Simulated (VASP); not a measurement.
Output of a VASP run:

OUTCAR:
```
 ion  position               nearest neighbor table
   1  0.276  0.240  0.245-   3 2.47   3 2.61   3 2.63   3 2.70   2 2.89   2 2.90   2 2.98   2 3.03
                             2 3.10   2 3.11
   2  0.736  0.743  0.751-   3 2.51   3 2.59   3 2.59   3 2.70   1 2.89   1 2.90   1 2.98   1 3.03
                             1 3.10   1 3.11
   3  0.988  0.018  0.003-   1 2.47   2 2.51   2 2.59   2 2.59   1 2.61   1 2.63   1 2.70   2 2.70
  LATTYP: Found a face centered cubic cell.
 ALAT       =     6.0000000000
 Subroutine PRICEL returns:
 Original cell was already a primitive cell.
 Subroutine GETGRP returns: Found  1 space group operations
The static configuration has the point symmetry C_1 .
The dynamic configuration has the point symmetry C_1 .
 Subroutine INISYM returns: Found  1 space group operations
 Subroutine IBZKPT returns following result:
 Found   1460 irreducible k-points:

 Following reciprocal coordinates:
            Coordinates               Weight
  0.055556  0.055556  0.055556      2.000000
  0.055556  0.000000  0.000000      2.000000
  0.000000  0.000000 -0.055556      2.000000
  0.000000  0.055556  0.000000      2.000000
  0.166667  0.055556  0.055556      2.000000
  0.055556  0.166667  0.055556      2.000000
  0.055556  0.055556  0.166667      2.000000
  0.055556  0.000000 -0.111111      2.000000
  0.166667  0.111111  0.111111      2.000000
  0.055556 -0.111111  0.000000      2.000000
  0.000000  0.111111 -0.055556      2.000000
  0.111111  0.000000 -0.055556      2.000000
 -0.111111 -0.111111 -0.166667      2.000000
  0.111111  0.166667  0.111111      2.000000
  0.000000  0.055556 -0.111111      2.000000
 -0.111111  0.055556  0.000000      2.000000
  0.277778  0.055556  0.055556      2.000000
  0.055556  0.277778  0.055556      2.000000
  0.055556  0.055556  0.277778      2.000000
  0.055556  0.000000 -0.222222      2.000000
  0.277778  0.222222  0.222222      2.000000
  0.055556 -0.222222  0.000000      2.000000
  0.000000  0.222222 -0.055556      2.000000
  0.222222  0.000000 -0.055556      2.000000
 -0.222222 -0.222222 -0.277778      2.000000
  0.222222  0.277778  0.222222      2.000000
  0.000000  0.055556 -0.222222      2.000000
 -0.222222  0.055556  0.000000      2.000000
  0.388889  0.055556  0.055556      2.000000
  0.055556  0.388889  0.055556      2.000000
  0.055556  0.055556  0.388889      2.000000
  0.055556  0.000000 -0.333333      2.000000
  0.388889  0.333333  0.333333      2.000000
  0.055556 -0.333333  0.000000      2.000000
  0.000000  0.333333 -0.055556      2.000000
  0.333333  0.000000 -0.055556      2.000000
 -0.333333 -0.333333 -0.388889      2.000000
  0.333333  0.388889  0.333333      2.000000
  0.000000  0.055556 -0.333333      2.000000
 -0.333333  0.055556  0.000000      2.000000
   k-points           NKPTS =   1460   k-points in BZ     NKDIM =   1460   number of bands    NBANDS=     11
   number of dos      NEDOS =    301   number of ions     NIONS =      3
   total plane-waves  NPLWV =  13824
   dimension x,y,z NGX =    24 NGY =   24 NGZ =   24
   dimension x,y,z NGXF=    48 NGYF=   48 NGZF=   48
   ions per type =               2   1
   PREC   = accura    normal or accurate (medium, high low for compatibility)
   ISTART =      0    job   : 0-new  1-cont  2-samecut
   ICHARG =      2    charge: 1-file 2-atom 10-const
   ISPIN  =      1    spin polarized calculation?
   LNONCOLLINEAR =      F non collinear calculations
   LSORBIT =      F    spin-orbit coupling
   INIWAV =      1    electr: 0-lowe 1-rand  2-diag
   ENCUT  =  300.0 eV  22.05 Ry    4.70 a.u.   5.99  5.99  5.99*2*pi/ulx,y,z
   NELM   =    100;   NELMIN=  2; NELMDL= -5     # of ELM steps
   EDIFF  = 0.1E-05   stopping-criterion for ELM
   LREAL  =      F    real-space projection
   NLSPLINE    = F    spline interpolate recip. space projectors
   LMAXMIX     =    6 max onsite mixed and CHGCAR
   VOSKOWN=      0    Vosko Wilk Nusair interpolation
   EDIFFG = 0.1E-04   stopping-criterion for IOM
...
```

**OSZICAR**
```
       N       E                     dE             d eps       ncg     rms          rms(c)
DAV:   1     0.369221751905E+02    0.36922E+02   -0.51556E+03 34932   0.794E+02
DAV:   2    -0.141338770637E+02   -0.51056E+02   -0.47482E+02 37905   0.166E+02
DAV:   3    -0.155284564209E+02   -0.13946E+01   -0.13718E+01 38544   0.270E+01
DAV:   4    -0.155389915092E+02   -0.10535E-01   -0.10524E-01 36837   0.276E+00
DAV:   5    -0.155391171981E+02   -0.12569E-03   -0.12567E-03 38633   0.298E-01    0.915E+00
DAV:   6    -0.143373205103E+02    0.12018E+01   -0.74286E+00 35678   0.308E+01    0.402E+00
DAV:   7    -0.142468837125E+02    0.90437E-01   -0.32080E-01 34409   0.666E+00    0.188E+00
DAV:   8    -0.142080838995E+02    0.38800E-01   -0.36346E-02 35860   0.139E+00    0.410E-01
DAV:   9    -0.142064793831E+02    0.16045E-02   -0.37605E-03 37534   0.726E-01    0.216E-01
DAV:  10    -0.142064761996E+02    0.31835E-05   -0.23809E-04 35784   0.138E-01    0.355E-02
DAV:  11    -0.142064715301E+02    0.46694E-05   -0.12596E-05 37178   0.278E-02    0.120E-02
DAV:  12    -0.142064714558E+02    0.74370E-07   -0.12555E-06 21639   0.946E-03
   1 F= -.14206471E+02 E0= -.14204450E+02  d E =-.404280E-02
```

File OUTCAR:
```
------------------------ aborting loop because EDIFF is reached ----------------------------------------
  FORCE on cell =-STRESS in cart. coord.  units (eV):
  Direction    XX          YY          ZZ          XY          YZ          ZX
  --------------------------------------------------------------------------------------
  Total       -0.6617734     -0.4940130     -0.4658887     -0.7885675      0.2057987     -0.5553382
  in kB      -19.6347833    -14.6573402    -13.8228938    -23.3967601      6.1060365    -16.4768581
  external PRESSURE =     -16.0383391 kB  Pullay stress =       0.0000000 kB
  volume of cell :       54.00
      direct lattice vectors                 reciprocal lattice vectors
     0.000000000  3.000000000  3.000000000    -0.166666667  0.166666667  0.166666667
     3.000000000  0.000000000  3.000000000     0.166666667 -0.166666667  0.166666667
     3.000000000  3.000000000  0.000000000     0.166666667  0.166666667 -0.166666667
 POSITION                                       TOTAL-FORCE (eV/Angst)
 -----------------------------------------------------------------------------------
      1.45450      1.56330      1.54691         0.524829     -0.553828     -0.424262
      4.48184      4.46225      4.43574         0.266877      0.098318      0.471879
      0.06366      2.97446      3.01735        -0.791706      0.455510     -0.047617
 -----------------------------------------------------------------------------------
    total drift:                               -0.000435      0.000455     -0.000216
  FREE ENERGIE OF THE ION-ELECTRON SYSTEM (eV)
  ---------------------------------------------------
  free  energy   TOTEN  =       -14.2064714558 eV

  energy  without entropy=      -14.2024286576  energy(sigma->0) =      -14.20445006
```
(Selected blocks of OUTCAR.)

### POSCAR
```
AuAl2
1
    0.0000000000     3.0000000000     3.0000000000
    3.0000000000     0.0000000000     3.0000000000
    3.0000000000     3.0000000000     0.0000000000
Al Au
2 1
Direct
  0.2759520000   0.2396860000   0.2451470000
  0.7360250000   0.7425540000   0.7513920000
 -0.0119760000   0.0177600000   0.0034610000
```

### Question
Write an INCAR and KPOINTS that could have produced this output.

### Answer
Several could match; the one computed here: the input of the run itself, LDA (Ceperley-Alder, Perdew-Zunger), plane waves, VASP's LDA PAW potentials (set 64).

**KPOINTS**
```
Automatic mesh
0
Gamma
9 9 9
0.5 0.5 0.5
```

**INCAR**
```
! general
SYSTEM =AuAl2
PREC   =Accurate
ENCUT  =300   ! plane-wave cut-off (eV)
LREAL  =.FALSE.   ! projection in real space or not
LASPH  =.TRUE.   ! aspherical one-centre terms
NBANDS =11

! electronic loop
EDIFF  =1E-6   ! SCF stop (eV)
NELM   =100
ALGO   =Normal
LMAXMIX=6   ! l cut-off of mixed one-centre charges

! smearing
ISMEAR =0   ! Gaussian
SIGMA  =0.1

! ions
ISIF   =2   ! forces and stress, cell fixed

! output
LWAVE  =.FALSE.
LCHARG =.FALSE.
```

POTCAR, in this order: Al Au (LDA.64 set). Program: vasp_std.

At this cut-off the stress carries a Pulay error, which pulls relaxed volumes low.

The structure is a typed AuAl2 crystal. The cell was not relaxed at this level, atoms are displaced from their ideal sites. The run is one of a series of settings (NBANDS = 11 against the base run), some of them coarse on purpose. The electron count is odd and the run is not spin-polarised, which forces a metal.
